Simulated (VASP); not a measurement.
Data:

```
KBr
1.0
    0.00000     3.19061     3.19061
    3.19061     0.00000     3.19061
    3.19061     3.19061     0.00000
K Br
1 1
Direct
  0.00000   0.00000   0.00000
  0.50000   0.50000   0.50000
```

Level of theory: LDA (Ceperley-Alder, Perdew-Zunger), VASP's LDA PAW potentials (set 64) (plane waves; VASP). Numerical set-up: 520 eV cut-off, 8×8×8 Γ-centred mesh, tetrahedra with Blöchl corrections, potentials K_sv Br.

### Question
What does the run give for the energy per atom (σ→0), band gap (on the k-mesh) with the smallest direct gap where there is one?

### Answer

```
Property                                      Value
-----------------------------------  --------------
band gap (on the k-mesh)                    4.32 eV
smallest direct gap (on the k-mesh)         4.32 eV
energy per atom (σ→0)                -3.417 eV/atom
```

Only differences to runs with the same potentials and settings are physical.

The compound is KBr in the rock salt structure. It was relaxed first, which changed the volume by -10 %.
